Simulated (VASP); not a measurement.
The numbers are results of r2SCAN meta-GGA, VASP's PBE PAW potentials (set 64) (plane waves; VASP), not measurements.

Input for VASP

File POSCAR:
```
ZnSe
1
    0.0000000000     2.8063616784     2.8063616784
    2.8063616784     0.0000000000     2.8063616784
    2.8063616784     2.8063616784     0.0000000000
Zn Se
1 1
Direct
  0.0000000000   0.0000000000   0.0000000000
  0.2500000000   0.2500000000   0.2500000000
```

**INCAR**
```
! general
SYSTEM  = ZnSe
PREC    = Accurate
ENCUT   = 520   ! plane-wave cut-off (eV)
LREAL   = .False.
LASPH   = .True.

! electronic loop
EDIFF   = 1E-7   ! SCF stop (eV)
NELM    = 100   ! most electronic steps
ALGO    = Normal   ! blocked Davidson
LMAXMIX = 4
LMIXTAU = .True.

! smearing
ISMEAR  = 0   ! Gaussian
SIGMA   = 0.05   ! width (eV)

! functional
METAGGA = R2SCAN

! ions
ISIF    = 2   ! forces and stress, cell fixed

! output
LWAVE   = .False.
LCHARG  = .False.
```

**KPOINTS**
```
Automatic mesh
0
gamma
  8 8 8
0 0 0
```

POTCAR, in this order: Zn Se (PBE.64 set). Program: vasp_std.

Task: Estimate the energy per atom (σ→0), pressure, band gap (on the k-mesh).

Result: 
```yaml
energy per atom (σ→0): -12.451 eV/atom
band gap (on the k-mesh): 2.00 eV
pressure: 2.06 GPa
```

File OSZICAR:
```
...
DAV:  13    -0.249013636168E+02   -0.51222E-03   -0.41049E-04   754   0.239E-01    0.106E-02
DAV:  14    -0.249013881545E+02   -0.24538E-04   -0.31902E-05   794   0.623E-02    0.435E-03
DAV:  15    -0.249013926884E+02   -0.45339E-05   -0.48205E-06  1020   0.483E-02    0.251E-03
DAV:  16    -0.249013950154E+02   -0.23270E-05   -0.12444E-06   784   0.140E-02    0.247E-03
DAV:  17    -0.249013953268E+02   -0.31137E-06   -0.30139E-07   781   0.102E-02    0.871E-04
DAV:  18    -0.249013949969E+02    0.32983E-06   -0.11811E-07   557   0.835E-03    0.357E-04
DAV:  19    -0.249013950344E+02   -0.37421E-07   -0.27835E-08   427   0.191E-03
   1 F= -.24901395E+02 E0= -.24901395E+02  d E =-.565949E-14
```

The compound is ZnSe in the zinc blende structure. This cell is one point of a volume scan, at 0.97 of the reference volume.
